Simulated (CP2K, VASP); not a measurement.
An input for CP2K (PBEsol, GPW, DZVP-MOLOPT-SR-GTH basis, GTH-PBE potentials (GTH_POTENTIALS)):

```
&GLOBAL
  PROJECT li3ysb2
  RUN_TYPE ENERGY_FORCE
  PRINT_LEVEL MEDIUM
&END GLOBAL
&FORCE_EVAL
  METHOD Quickstep
  STRESS_TENSOR ANALYTICAL
  &DFT
    BASIS_SET_FILE_NAME BASIS_MOLOPT
    POTENTIAL_FILE_NAME GTH_POTENTIALS
    &QS
      METHOD GPW
      EPS_DEFAULT 1E-10
    &END QS
    &MGRID
      CUTOFF 500
      REL_CUTOFF 40
      NGRIDS 5
    &END MGRID
    &SCF
      SCF_GUESS ATOMIC
      EPS_SCF 1E-6
      MAX_SCF 100
      ADDED_MOS 6
      &DIAGONALIZATION
        ALGORITHM STANDARD
      &END DIAGONALIZATION
      &MIXING
        METHOD BROYDEN_MIXING
        ALPHA 0.3
        NBUFFER 12
        BETA 1
      &END MIXING
      &SMEAR ON
        METHOD FERMI_DIRAC
        ELECTRONIC_TEMPERATURE [K] 1578.21
      &END SMEAR
    &END SCF
    &KPOINTS
      SCHEME MONKHORST-PACK 6 6 3
      GAMMA_CENTERED T
    &END KPOINTS
    &XC
      &XC_FUNCTIONAL
        &PBE
          PARAMETRIZATION PBESOL
        &END PBE
      &END XC_FUNCTIONAL
    &END XC
    &PRINT
      &MO
        EIGENVALUES T
        OCCUPATION_NUMBERS T
        NDIGITS 8
        FILENAME mo
        &EACH
          QS_SCF 0
        &END EACH
        ADD_LAST NUMERIC
      &END MO
      &MULLIKEN ON
      &END MULLIKEN
    &END PRINT
  &END DFT
  &SUBSYS
    &CELL
      A 4.44085000 0.00000000 0.00000000
      B -2.22042500 3.84588900 0.00000000
      C 0.00000000 0.00000000 7.04364200
      PERIODIC XYZ
    &END CELL
    &COORD
      Li      -0.00000222     2.56392728     4.58548138
      Li       2.22042722     1.28196172     2.45816062
      Li       0.00000000     0.00000000     3.52182100
      Y        0.00000000     0.00000000     0.00000000
      Sb      -0.00000222     2.56392728     1.75562777
      Sb       2.22042722     1.28196172     5.28801423
    &END COORD
    &KIND Li
      BASIS_SET DZVP-MOLOPT-SR-GTH-q3
      POTENTIAL GTH-PBE-q3
    &END KIND
    &KIND Y
      BASIS_SET DZVP-MOLOPT-SR-GTH-q11
      POTENTIAL GTH-PBE-q11
    &END KIND
    &KIND Sb
      BASIS_SET DZVP-MOLOPT-SR-GTH-q5
      POTENTIAL GTH-PBE-q5
    &END KIND
  &END SUBSYS
  &PRINT
    &FORCES ON
    &END FORCES
    &STRESS_TENSOR ON
    &END STRESS_TENSOR
  &END PRINT
&END FORCE_EVAL
```

Question: Translate it to VASP.

Answer: One set of files that does it:

KPOINTS:
```
K-points
0
G
6 6 3
0 0 0
```

**INCAR**
```
# general
SYSTEM  = Li3YSb2
PREC    = Accurate
ENCUT   = 400
LREAL   = F
LASPH   = T

# electronic loop
EDIFF   = 1E-6
NELM    = 100
ALGO    = Normal
LMAXMIX = 4

# smearing
ISMEAR  = -1
SIGMA   = 0.136

# functional
GGA     = PS

# ions
ISIF    = 2

# output
LWAVE   = F
LCHARG  = F
```

File POSCAR:
```
Li3YSb2
1
    4.4408500000     0.0000000000     0.0000000000
   -2.2204250000     3.8458890000     0.0000000000
    0.0000000000     0.0000000000     7.0436420000
Li Y Sb
3 1 2
Direct
  0.3333330000   0.6666670000   0.6510100000
  0.6666670000   0.3333330000   0.3489900000
  0.0000000000   0.0000000000   0.5000000000
  0.0000000000   0.0000000000   0.0000000000
  0.3333330000   0.6666670000   0.2492500000
  0.6666670000   0.3333330000   0.7507500000
```

POTCAR, in this order: Li_sv Y_sv Sb (PBE.64 set). Program: vasp_std.

Both are inputs of real runs that ended normally. What can't carry over is the choice of potentials or basis and its cut-off, and each code's defaults.

The structure comes from a computed database's Li3YSb2 entry (P-3m1); how it stands against other phases isn't given here. The cell was not relaxed at this level, and its volume differs by -5.9 % from the start's.
